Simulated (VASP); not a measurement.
Input:

```
ZnSe
1.0
    0.00000     2.89170     2.89170
    2.89170     0.00000     2.89170
    2.89170     2.89170     0.00000
Zn Se
1 1
Direct
  0.00000   0.00000   0.00000
  0.25000   0.25000   0.25000
```

Calculation: PBE GGA, VASP's PBE PAW potentials (set 64) (plane waves; VASP). Settings: 400 eV cut-off, KSPACING 0.5 per Å, Gaussian smearing of 0.050 eV, potentials Zn Se.

Give the stress tensor in GPa (positive for a compressed cell).

```
-1.16   0.00   0.00
 0.00  -1.16   0.00
 0.00   0.00  -1.16
```
The pressure is its mean diagonal, -1.16 GPa.

The compound is ZnSe in the zinc blende structure. The cell was not relaxed at this level. The run is one of a series of settings (KGAMMA = .TRUE., KSPACING = 0.5, KPOINTS file removed against the base run), some of them coarse on purpose.
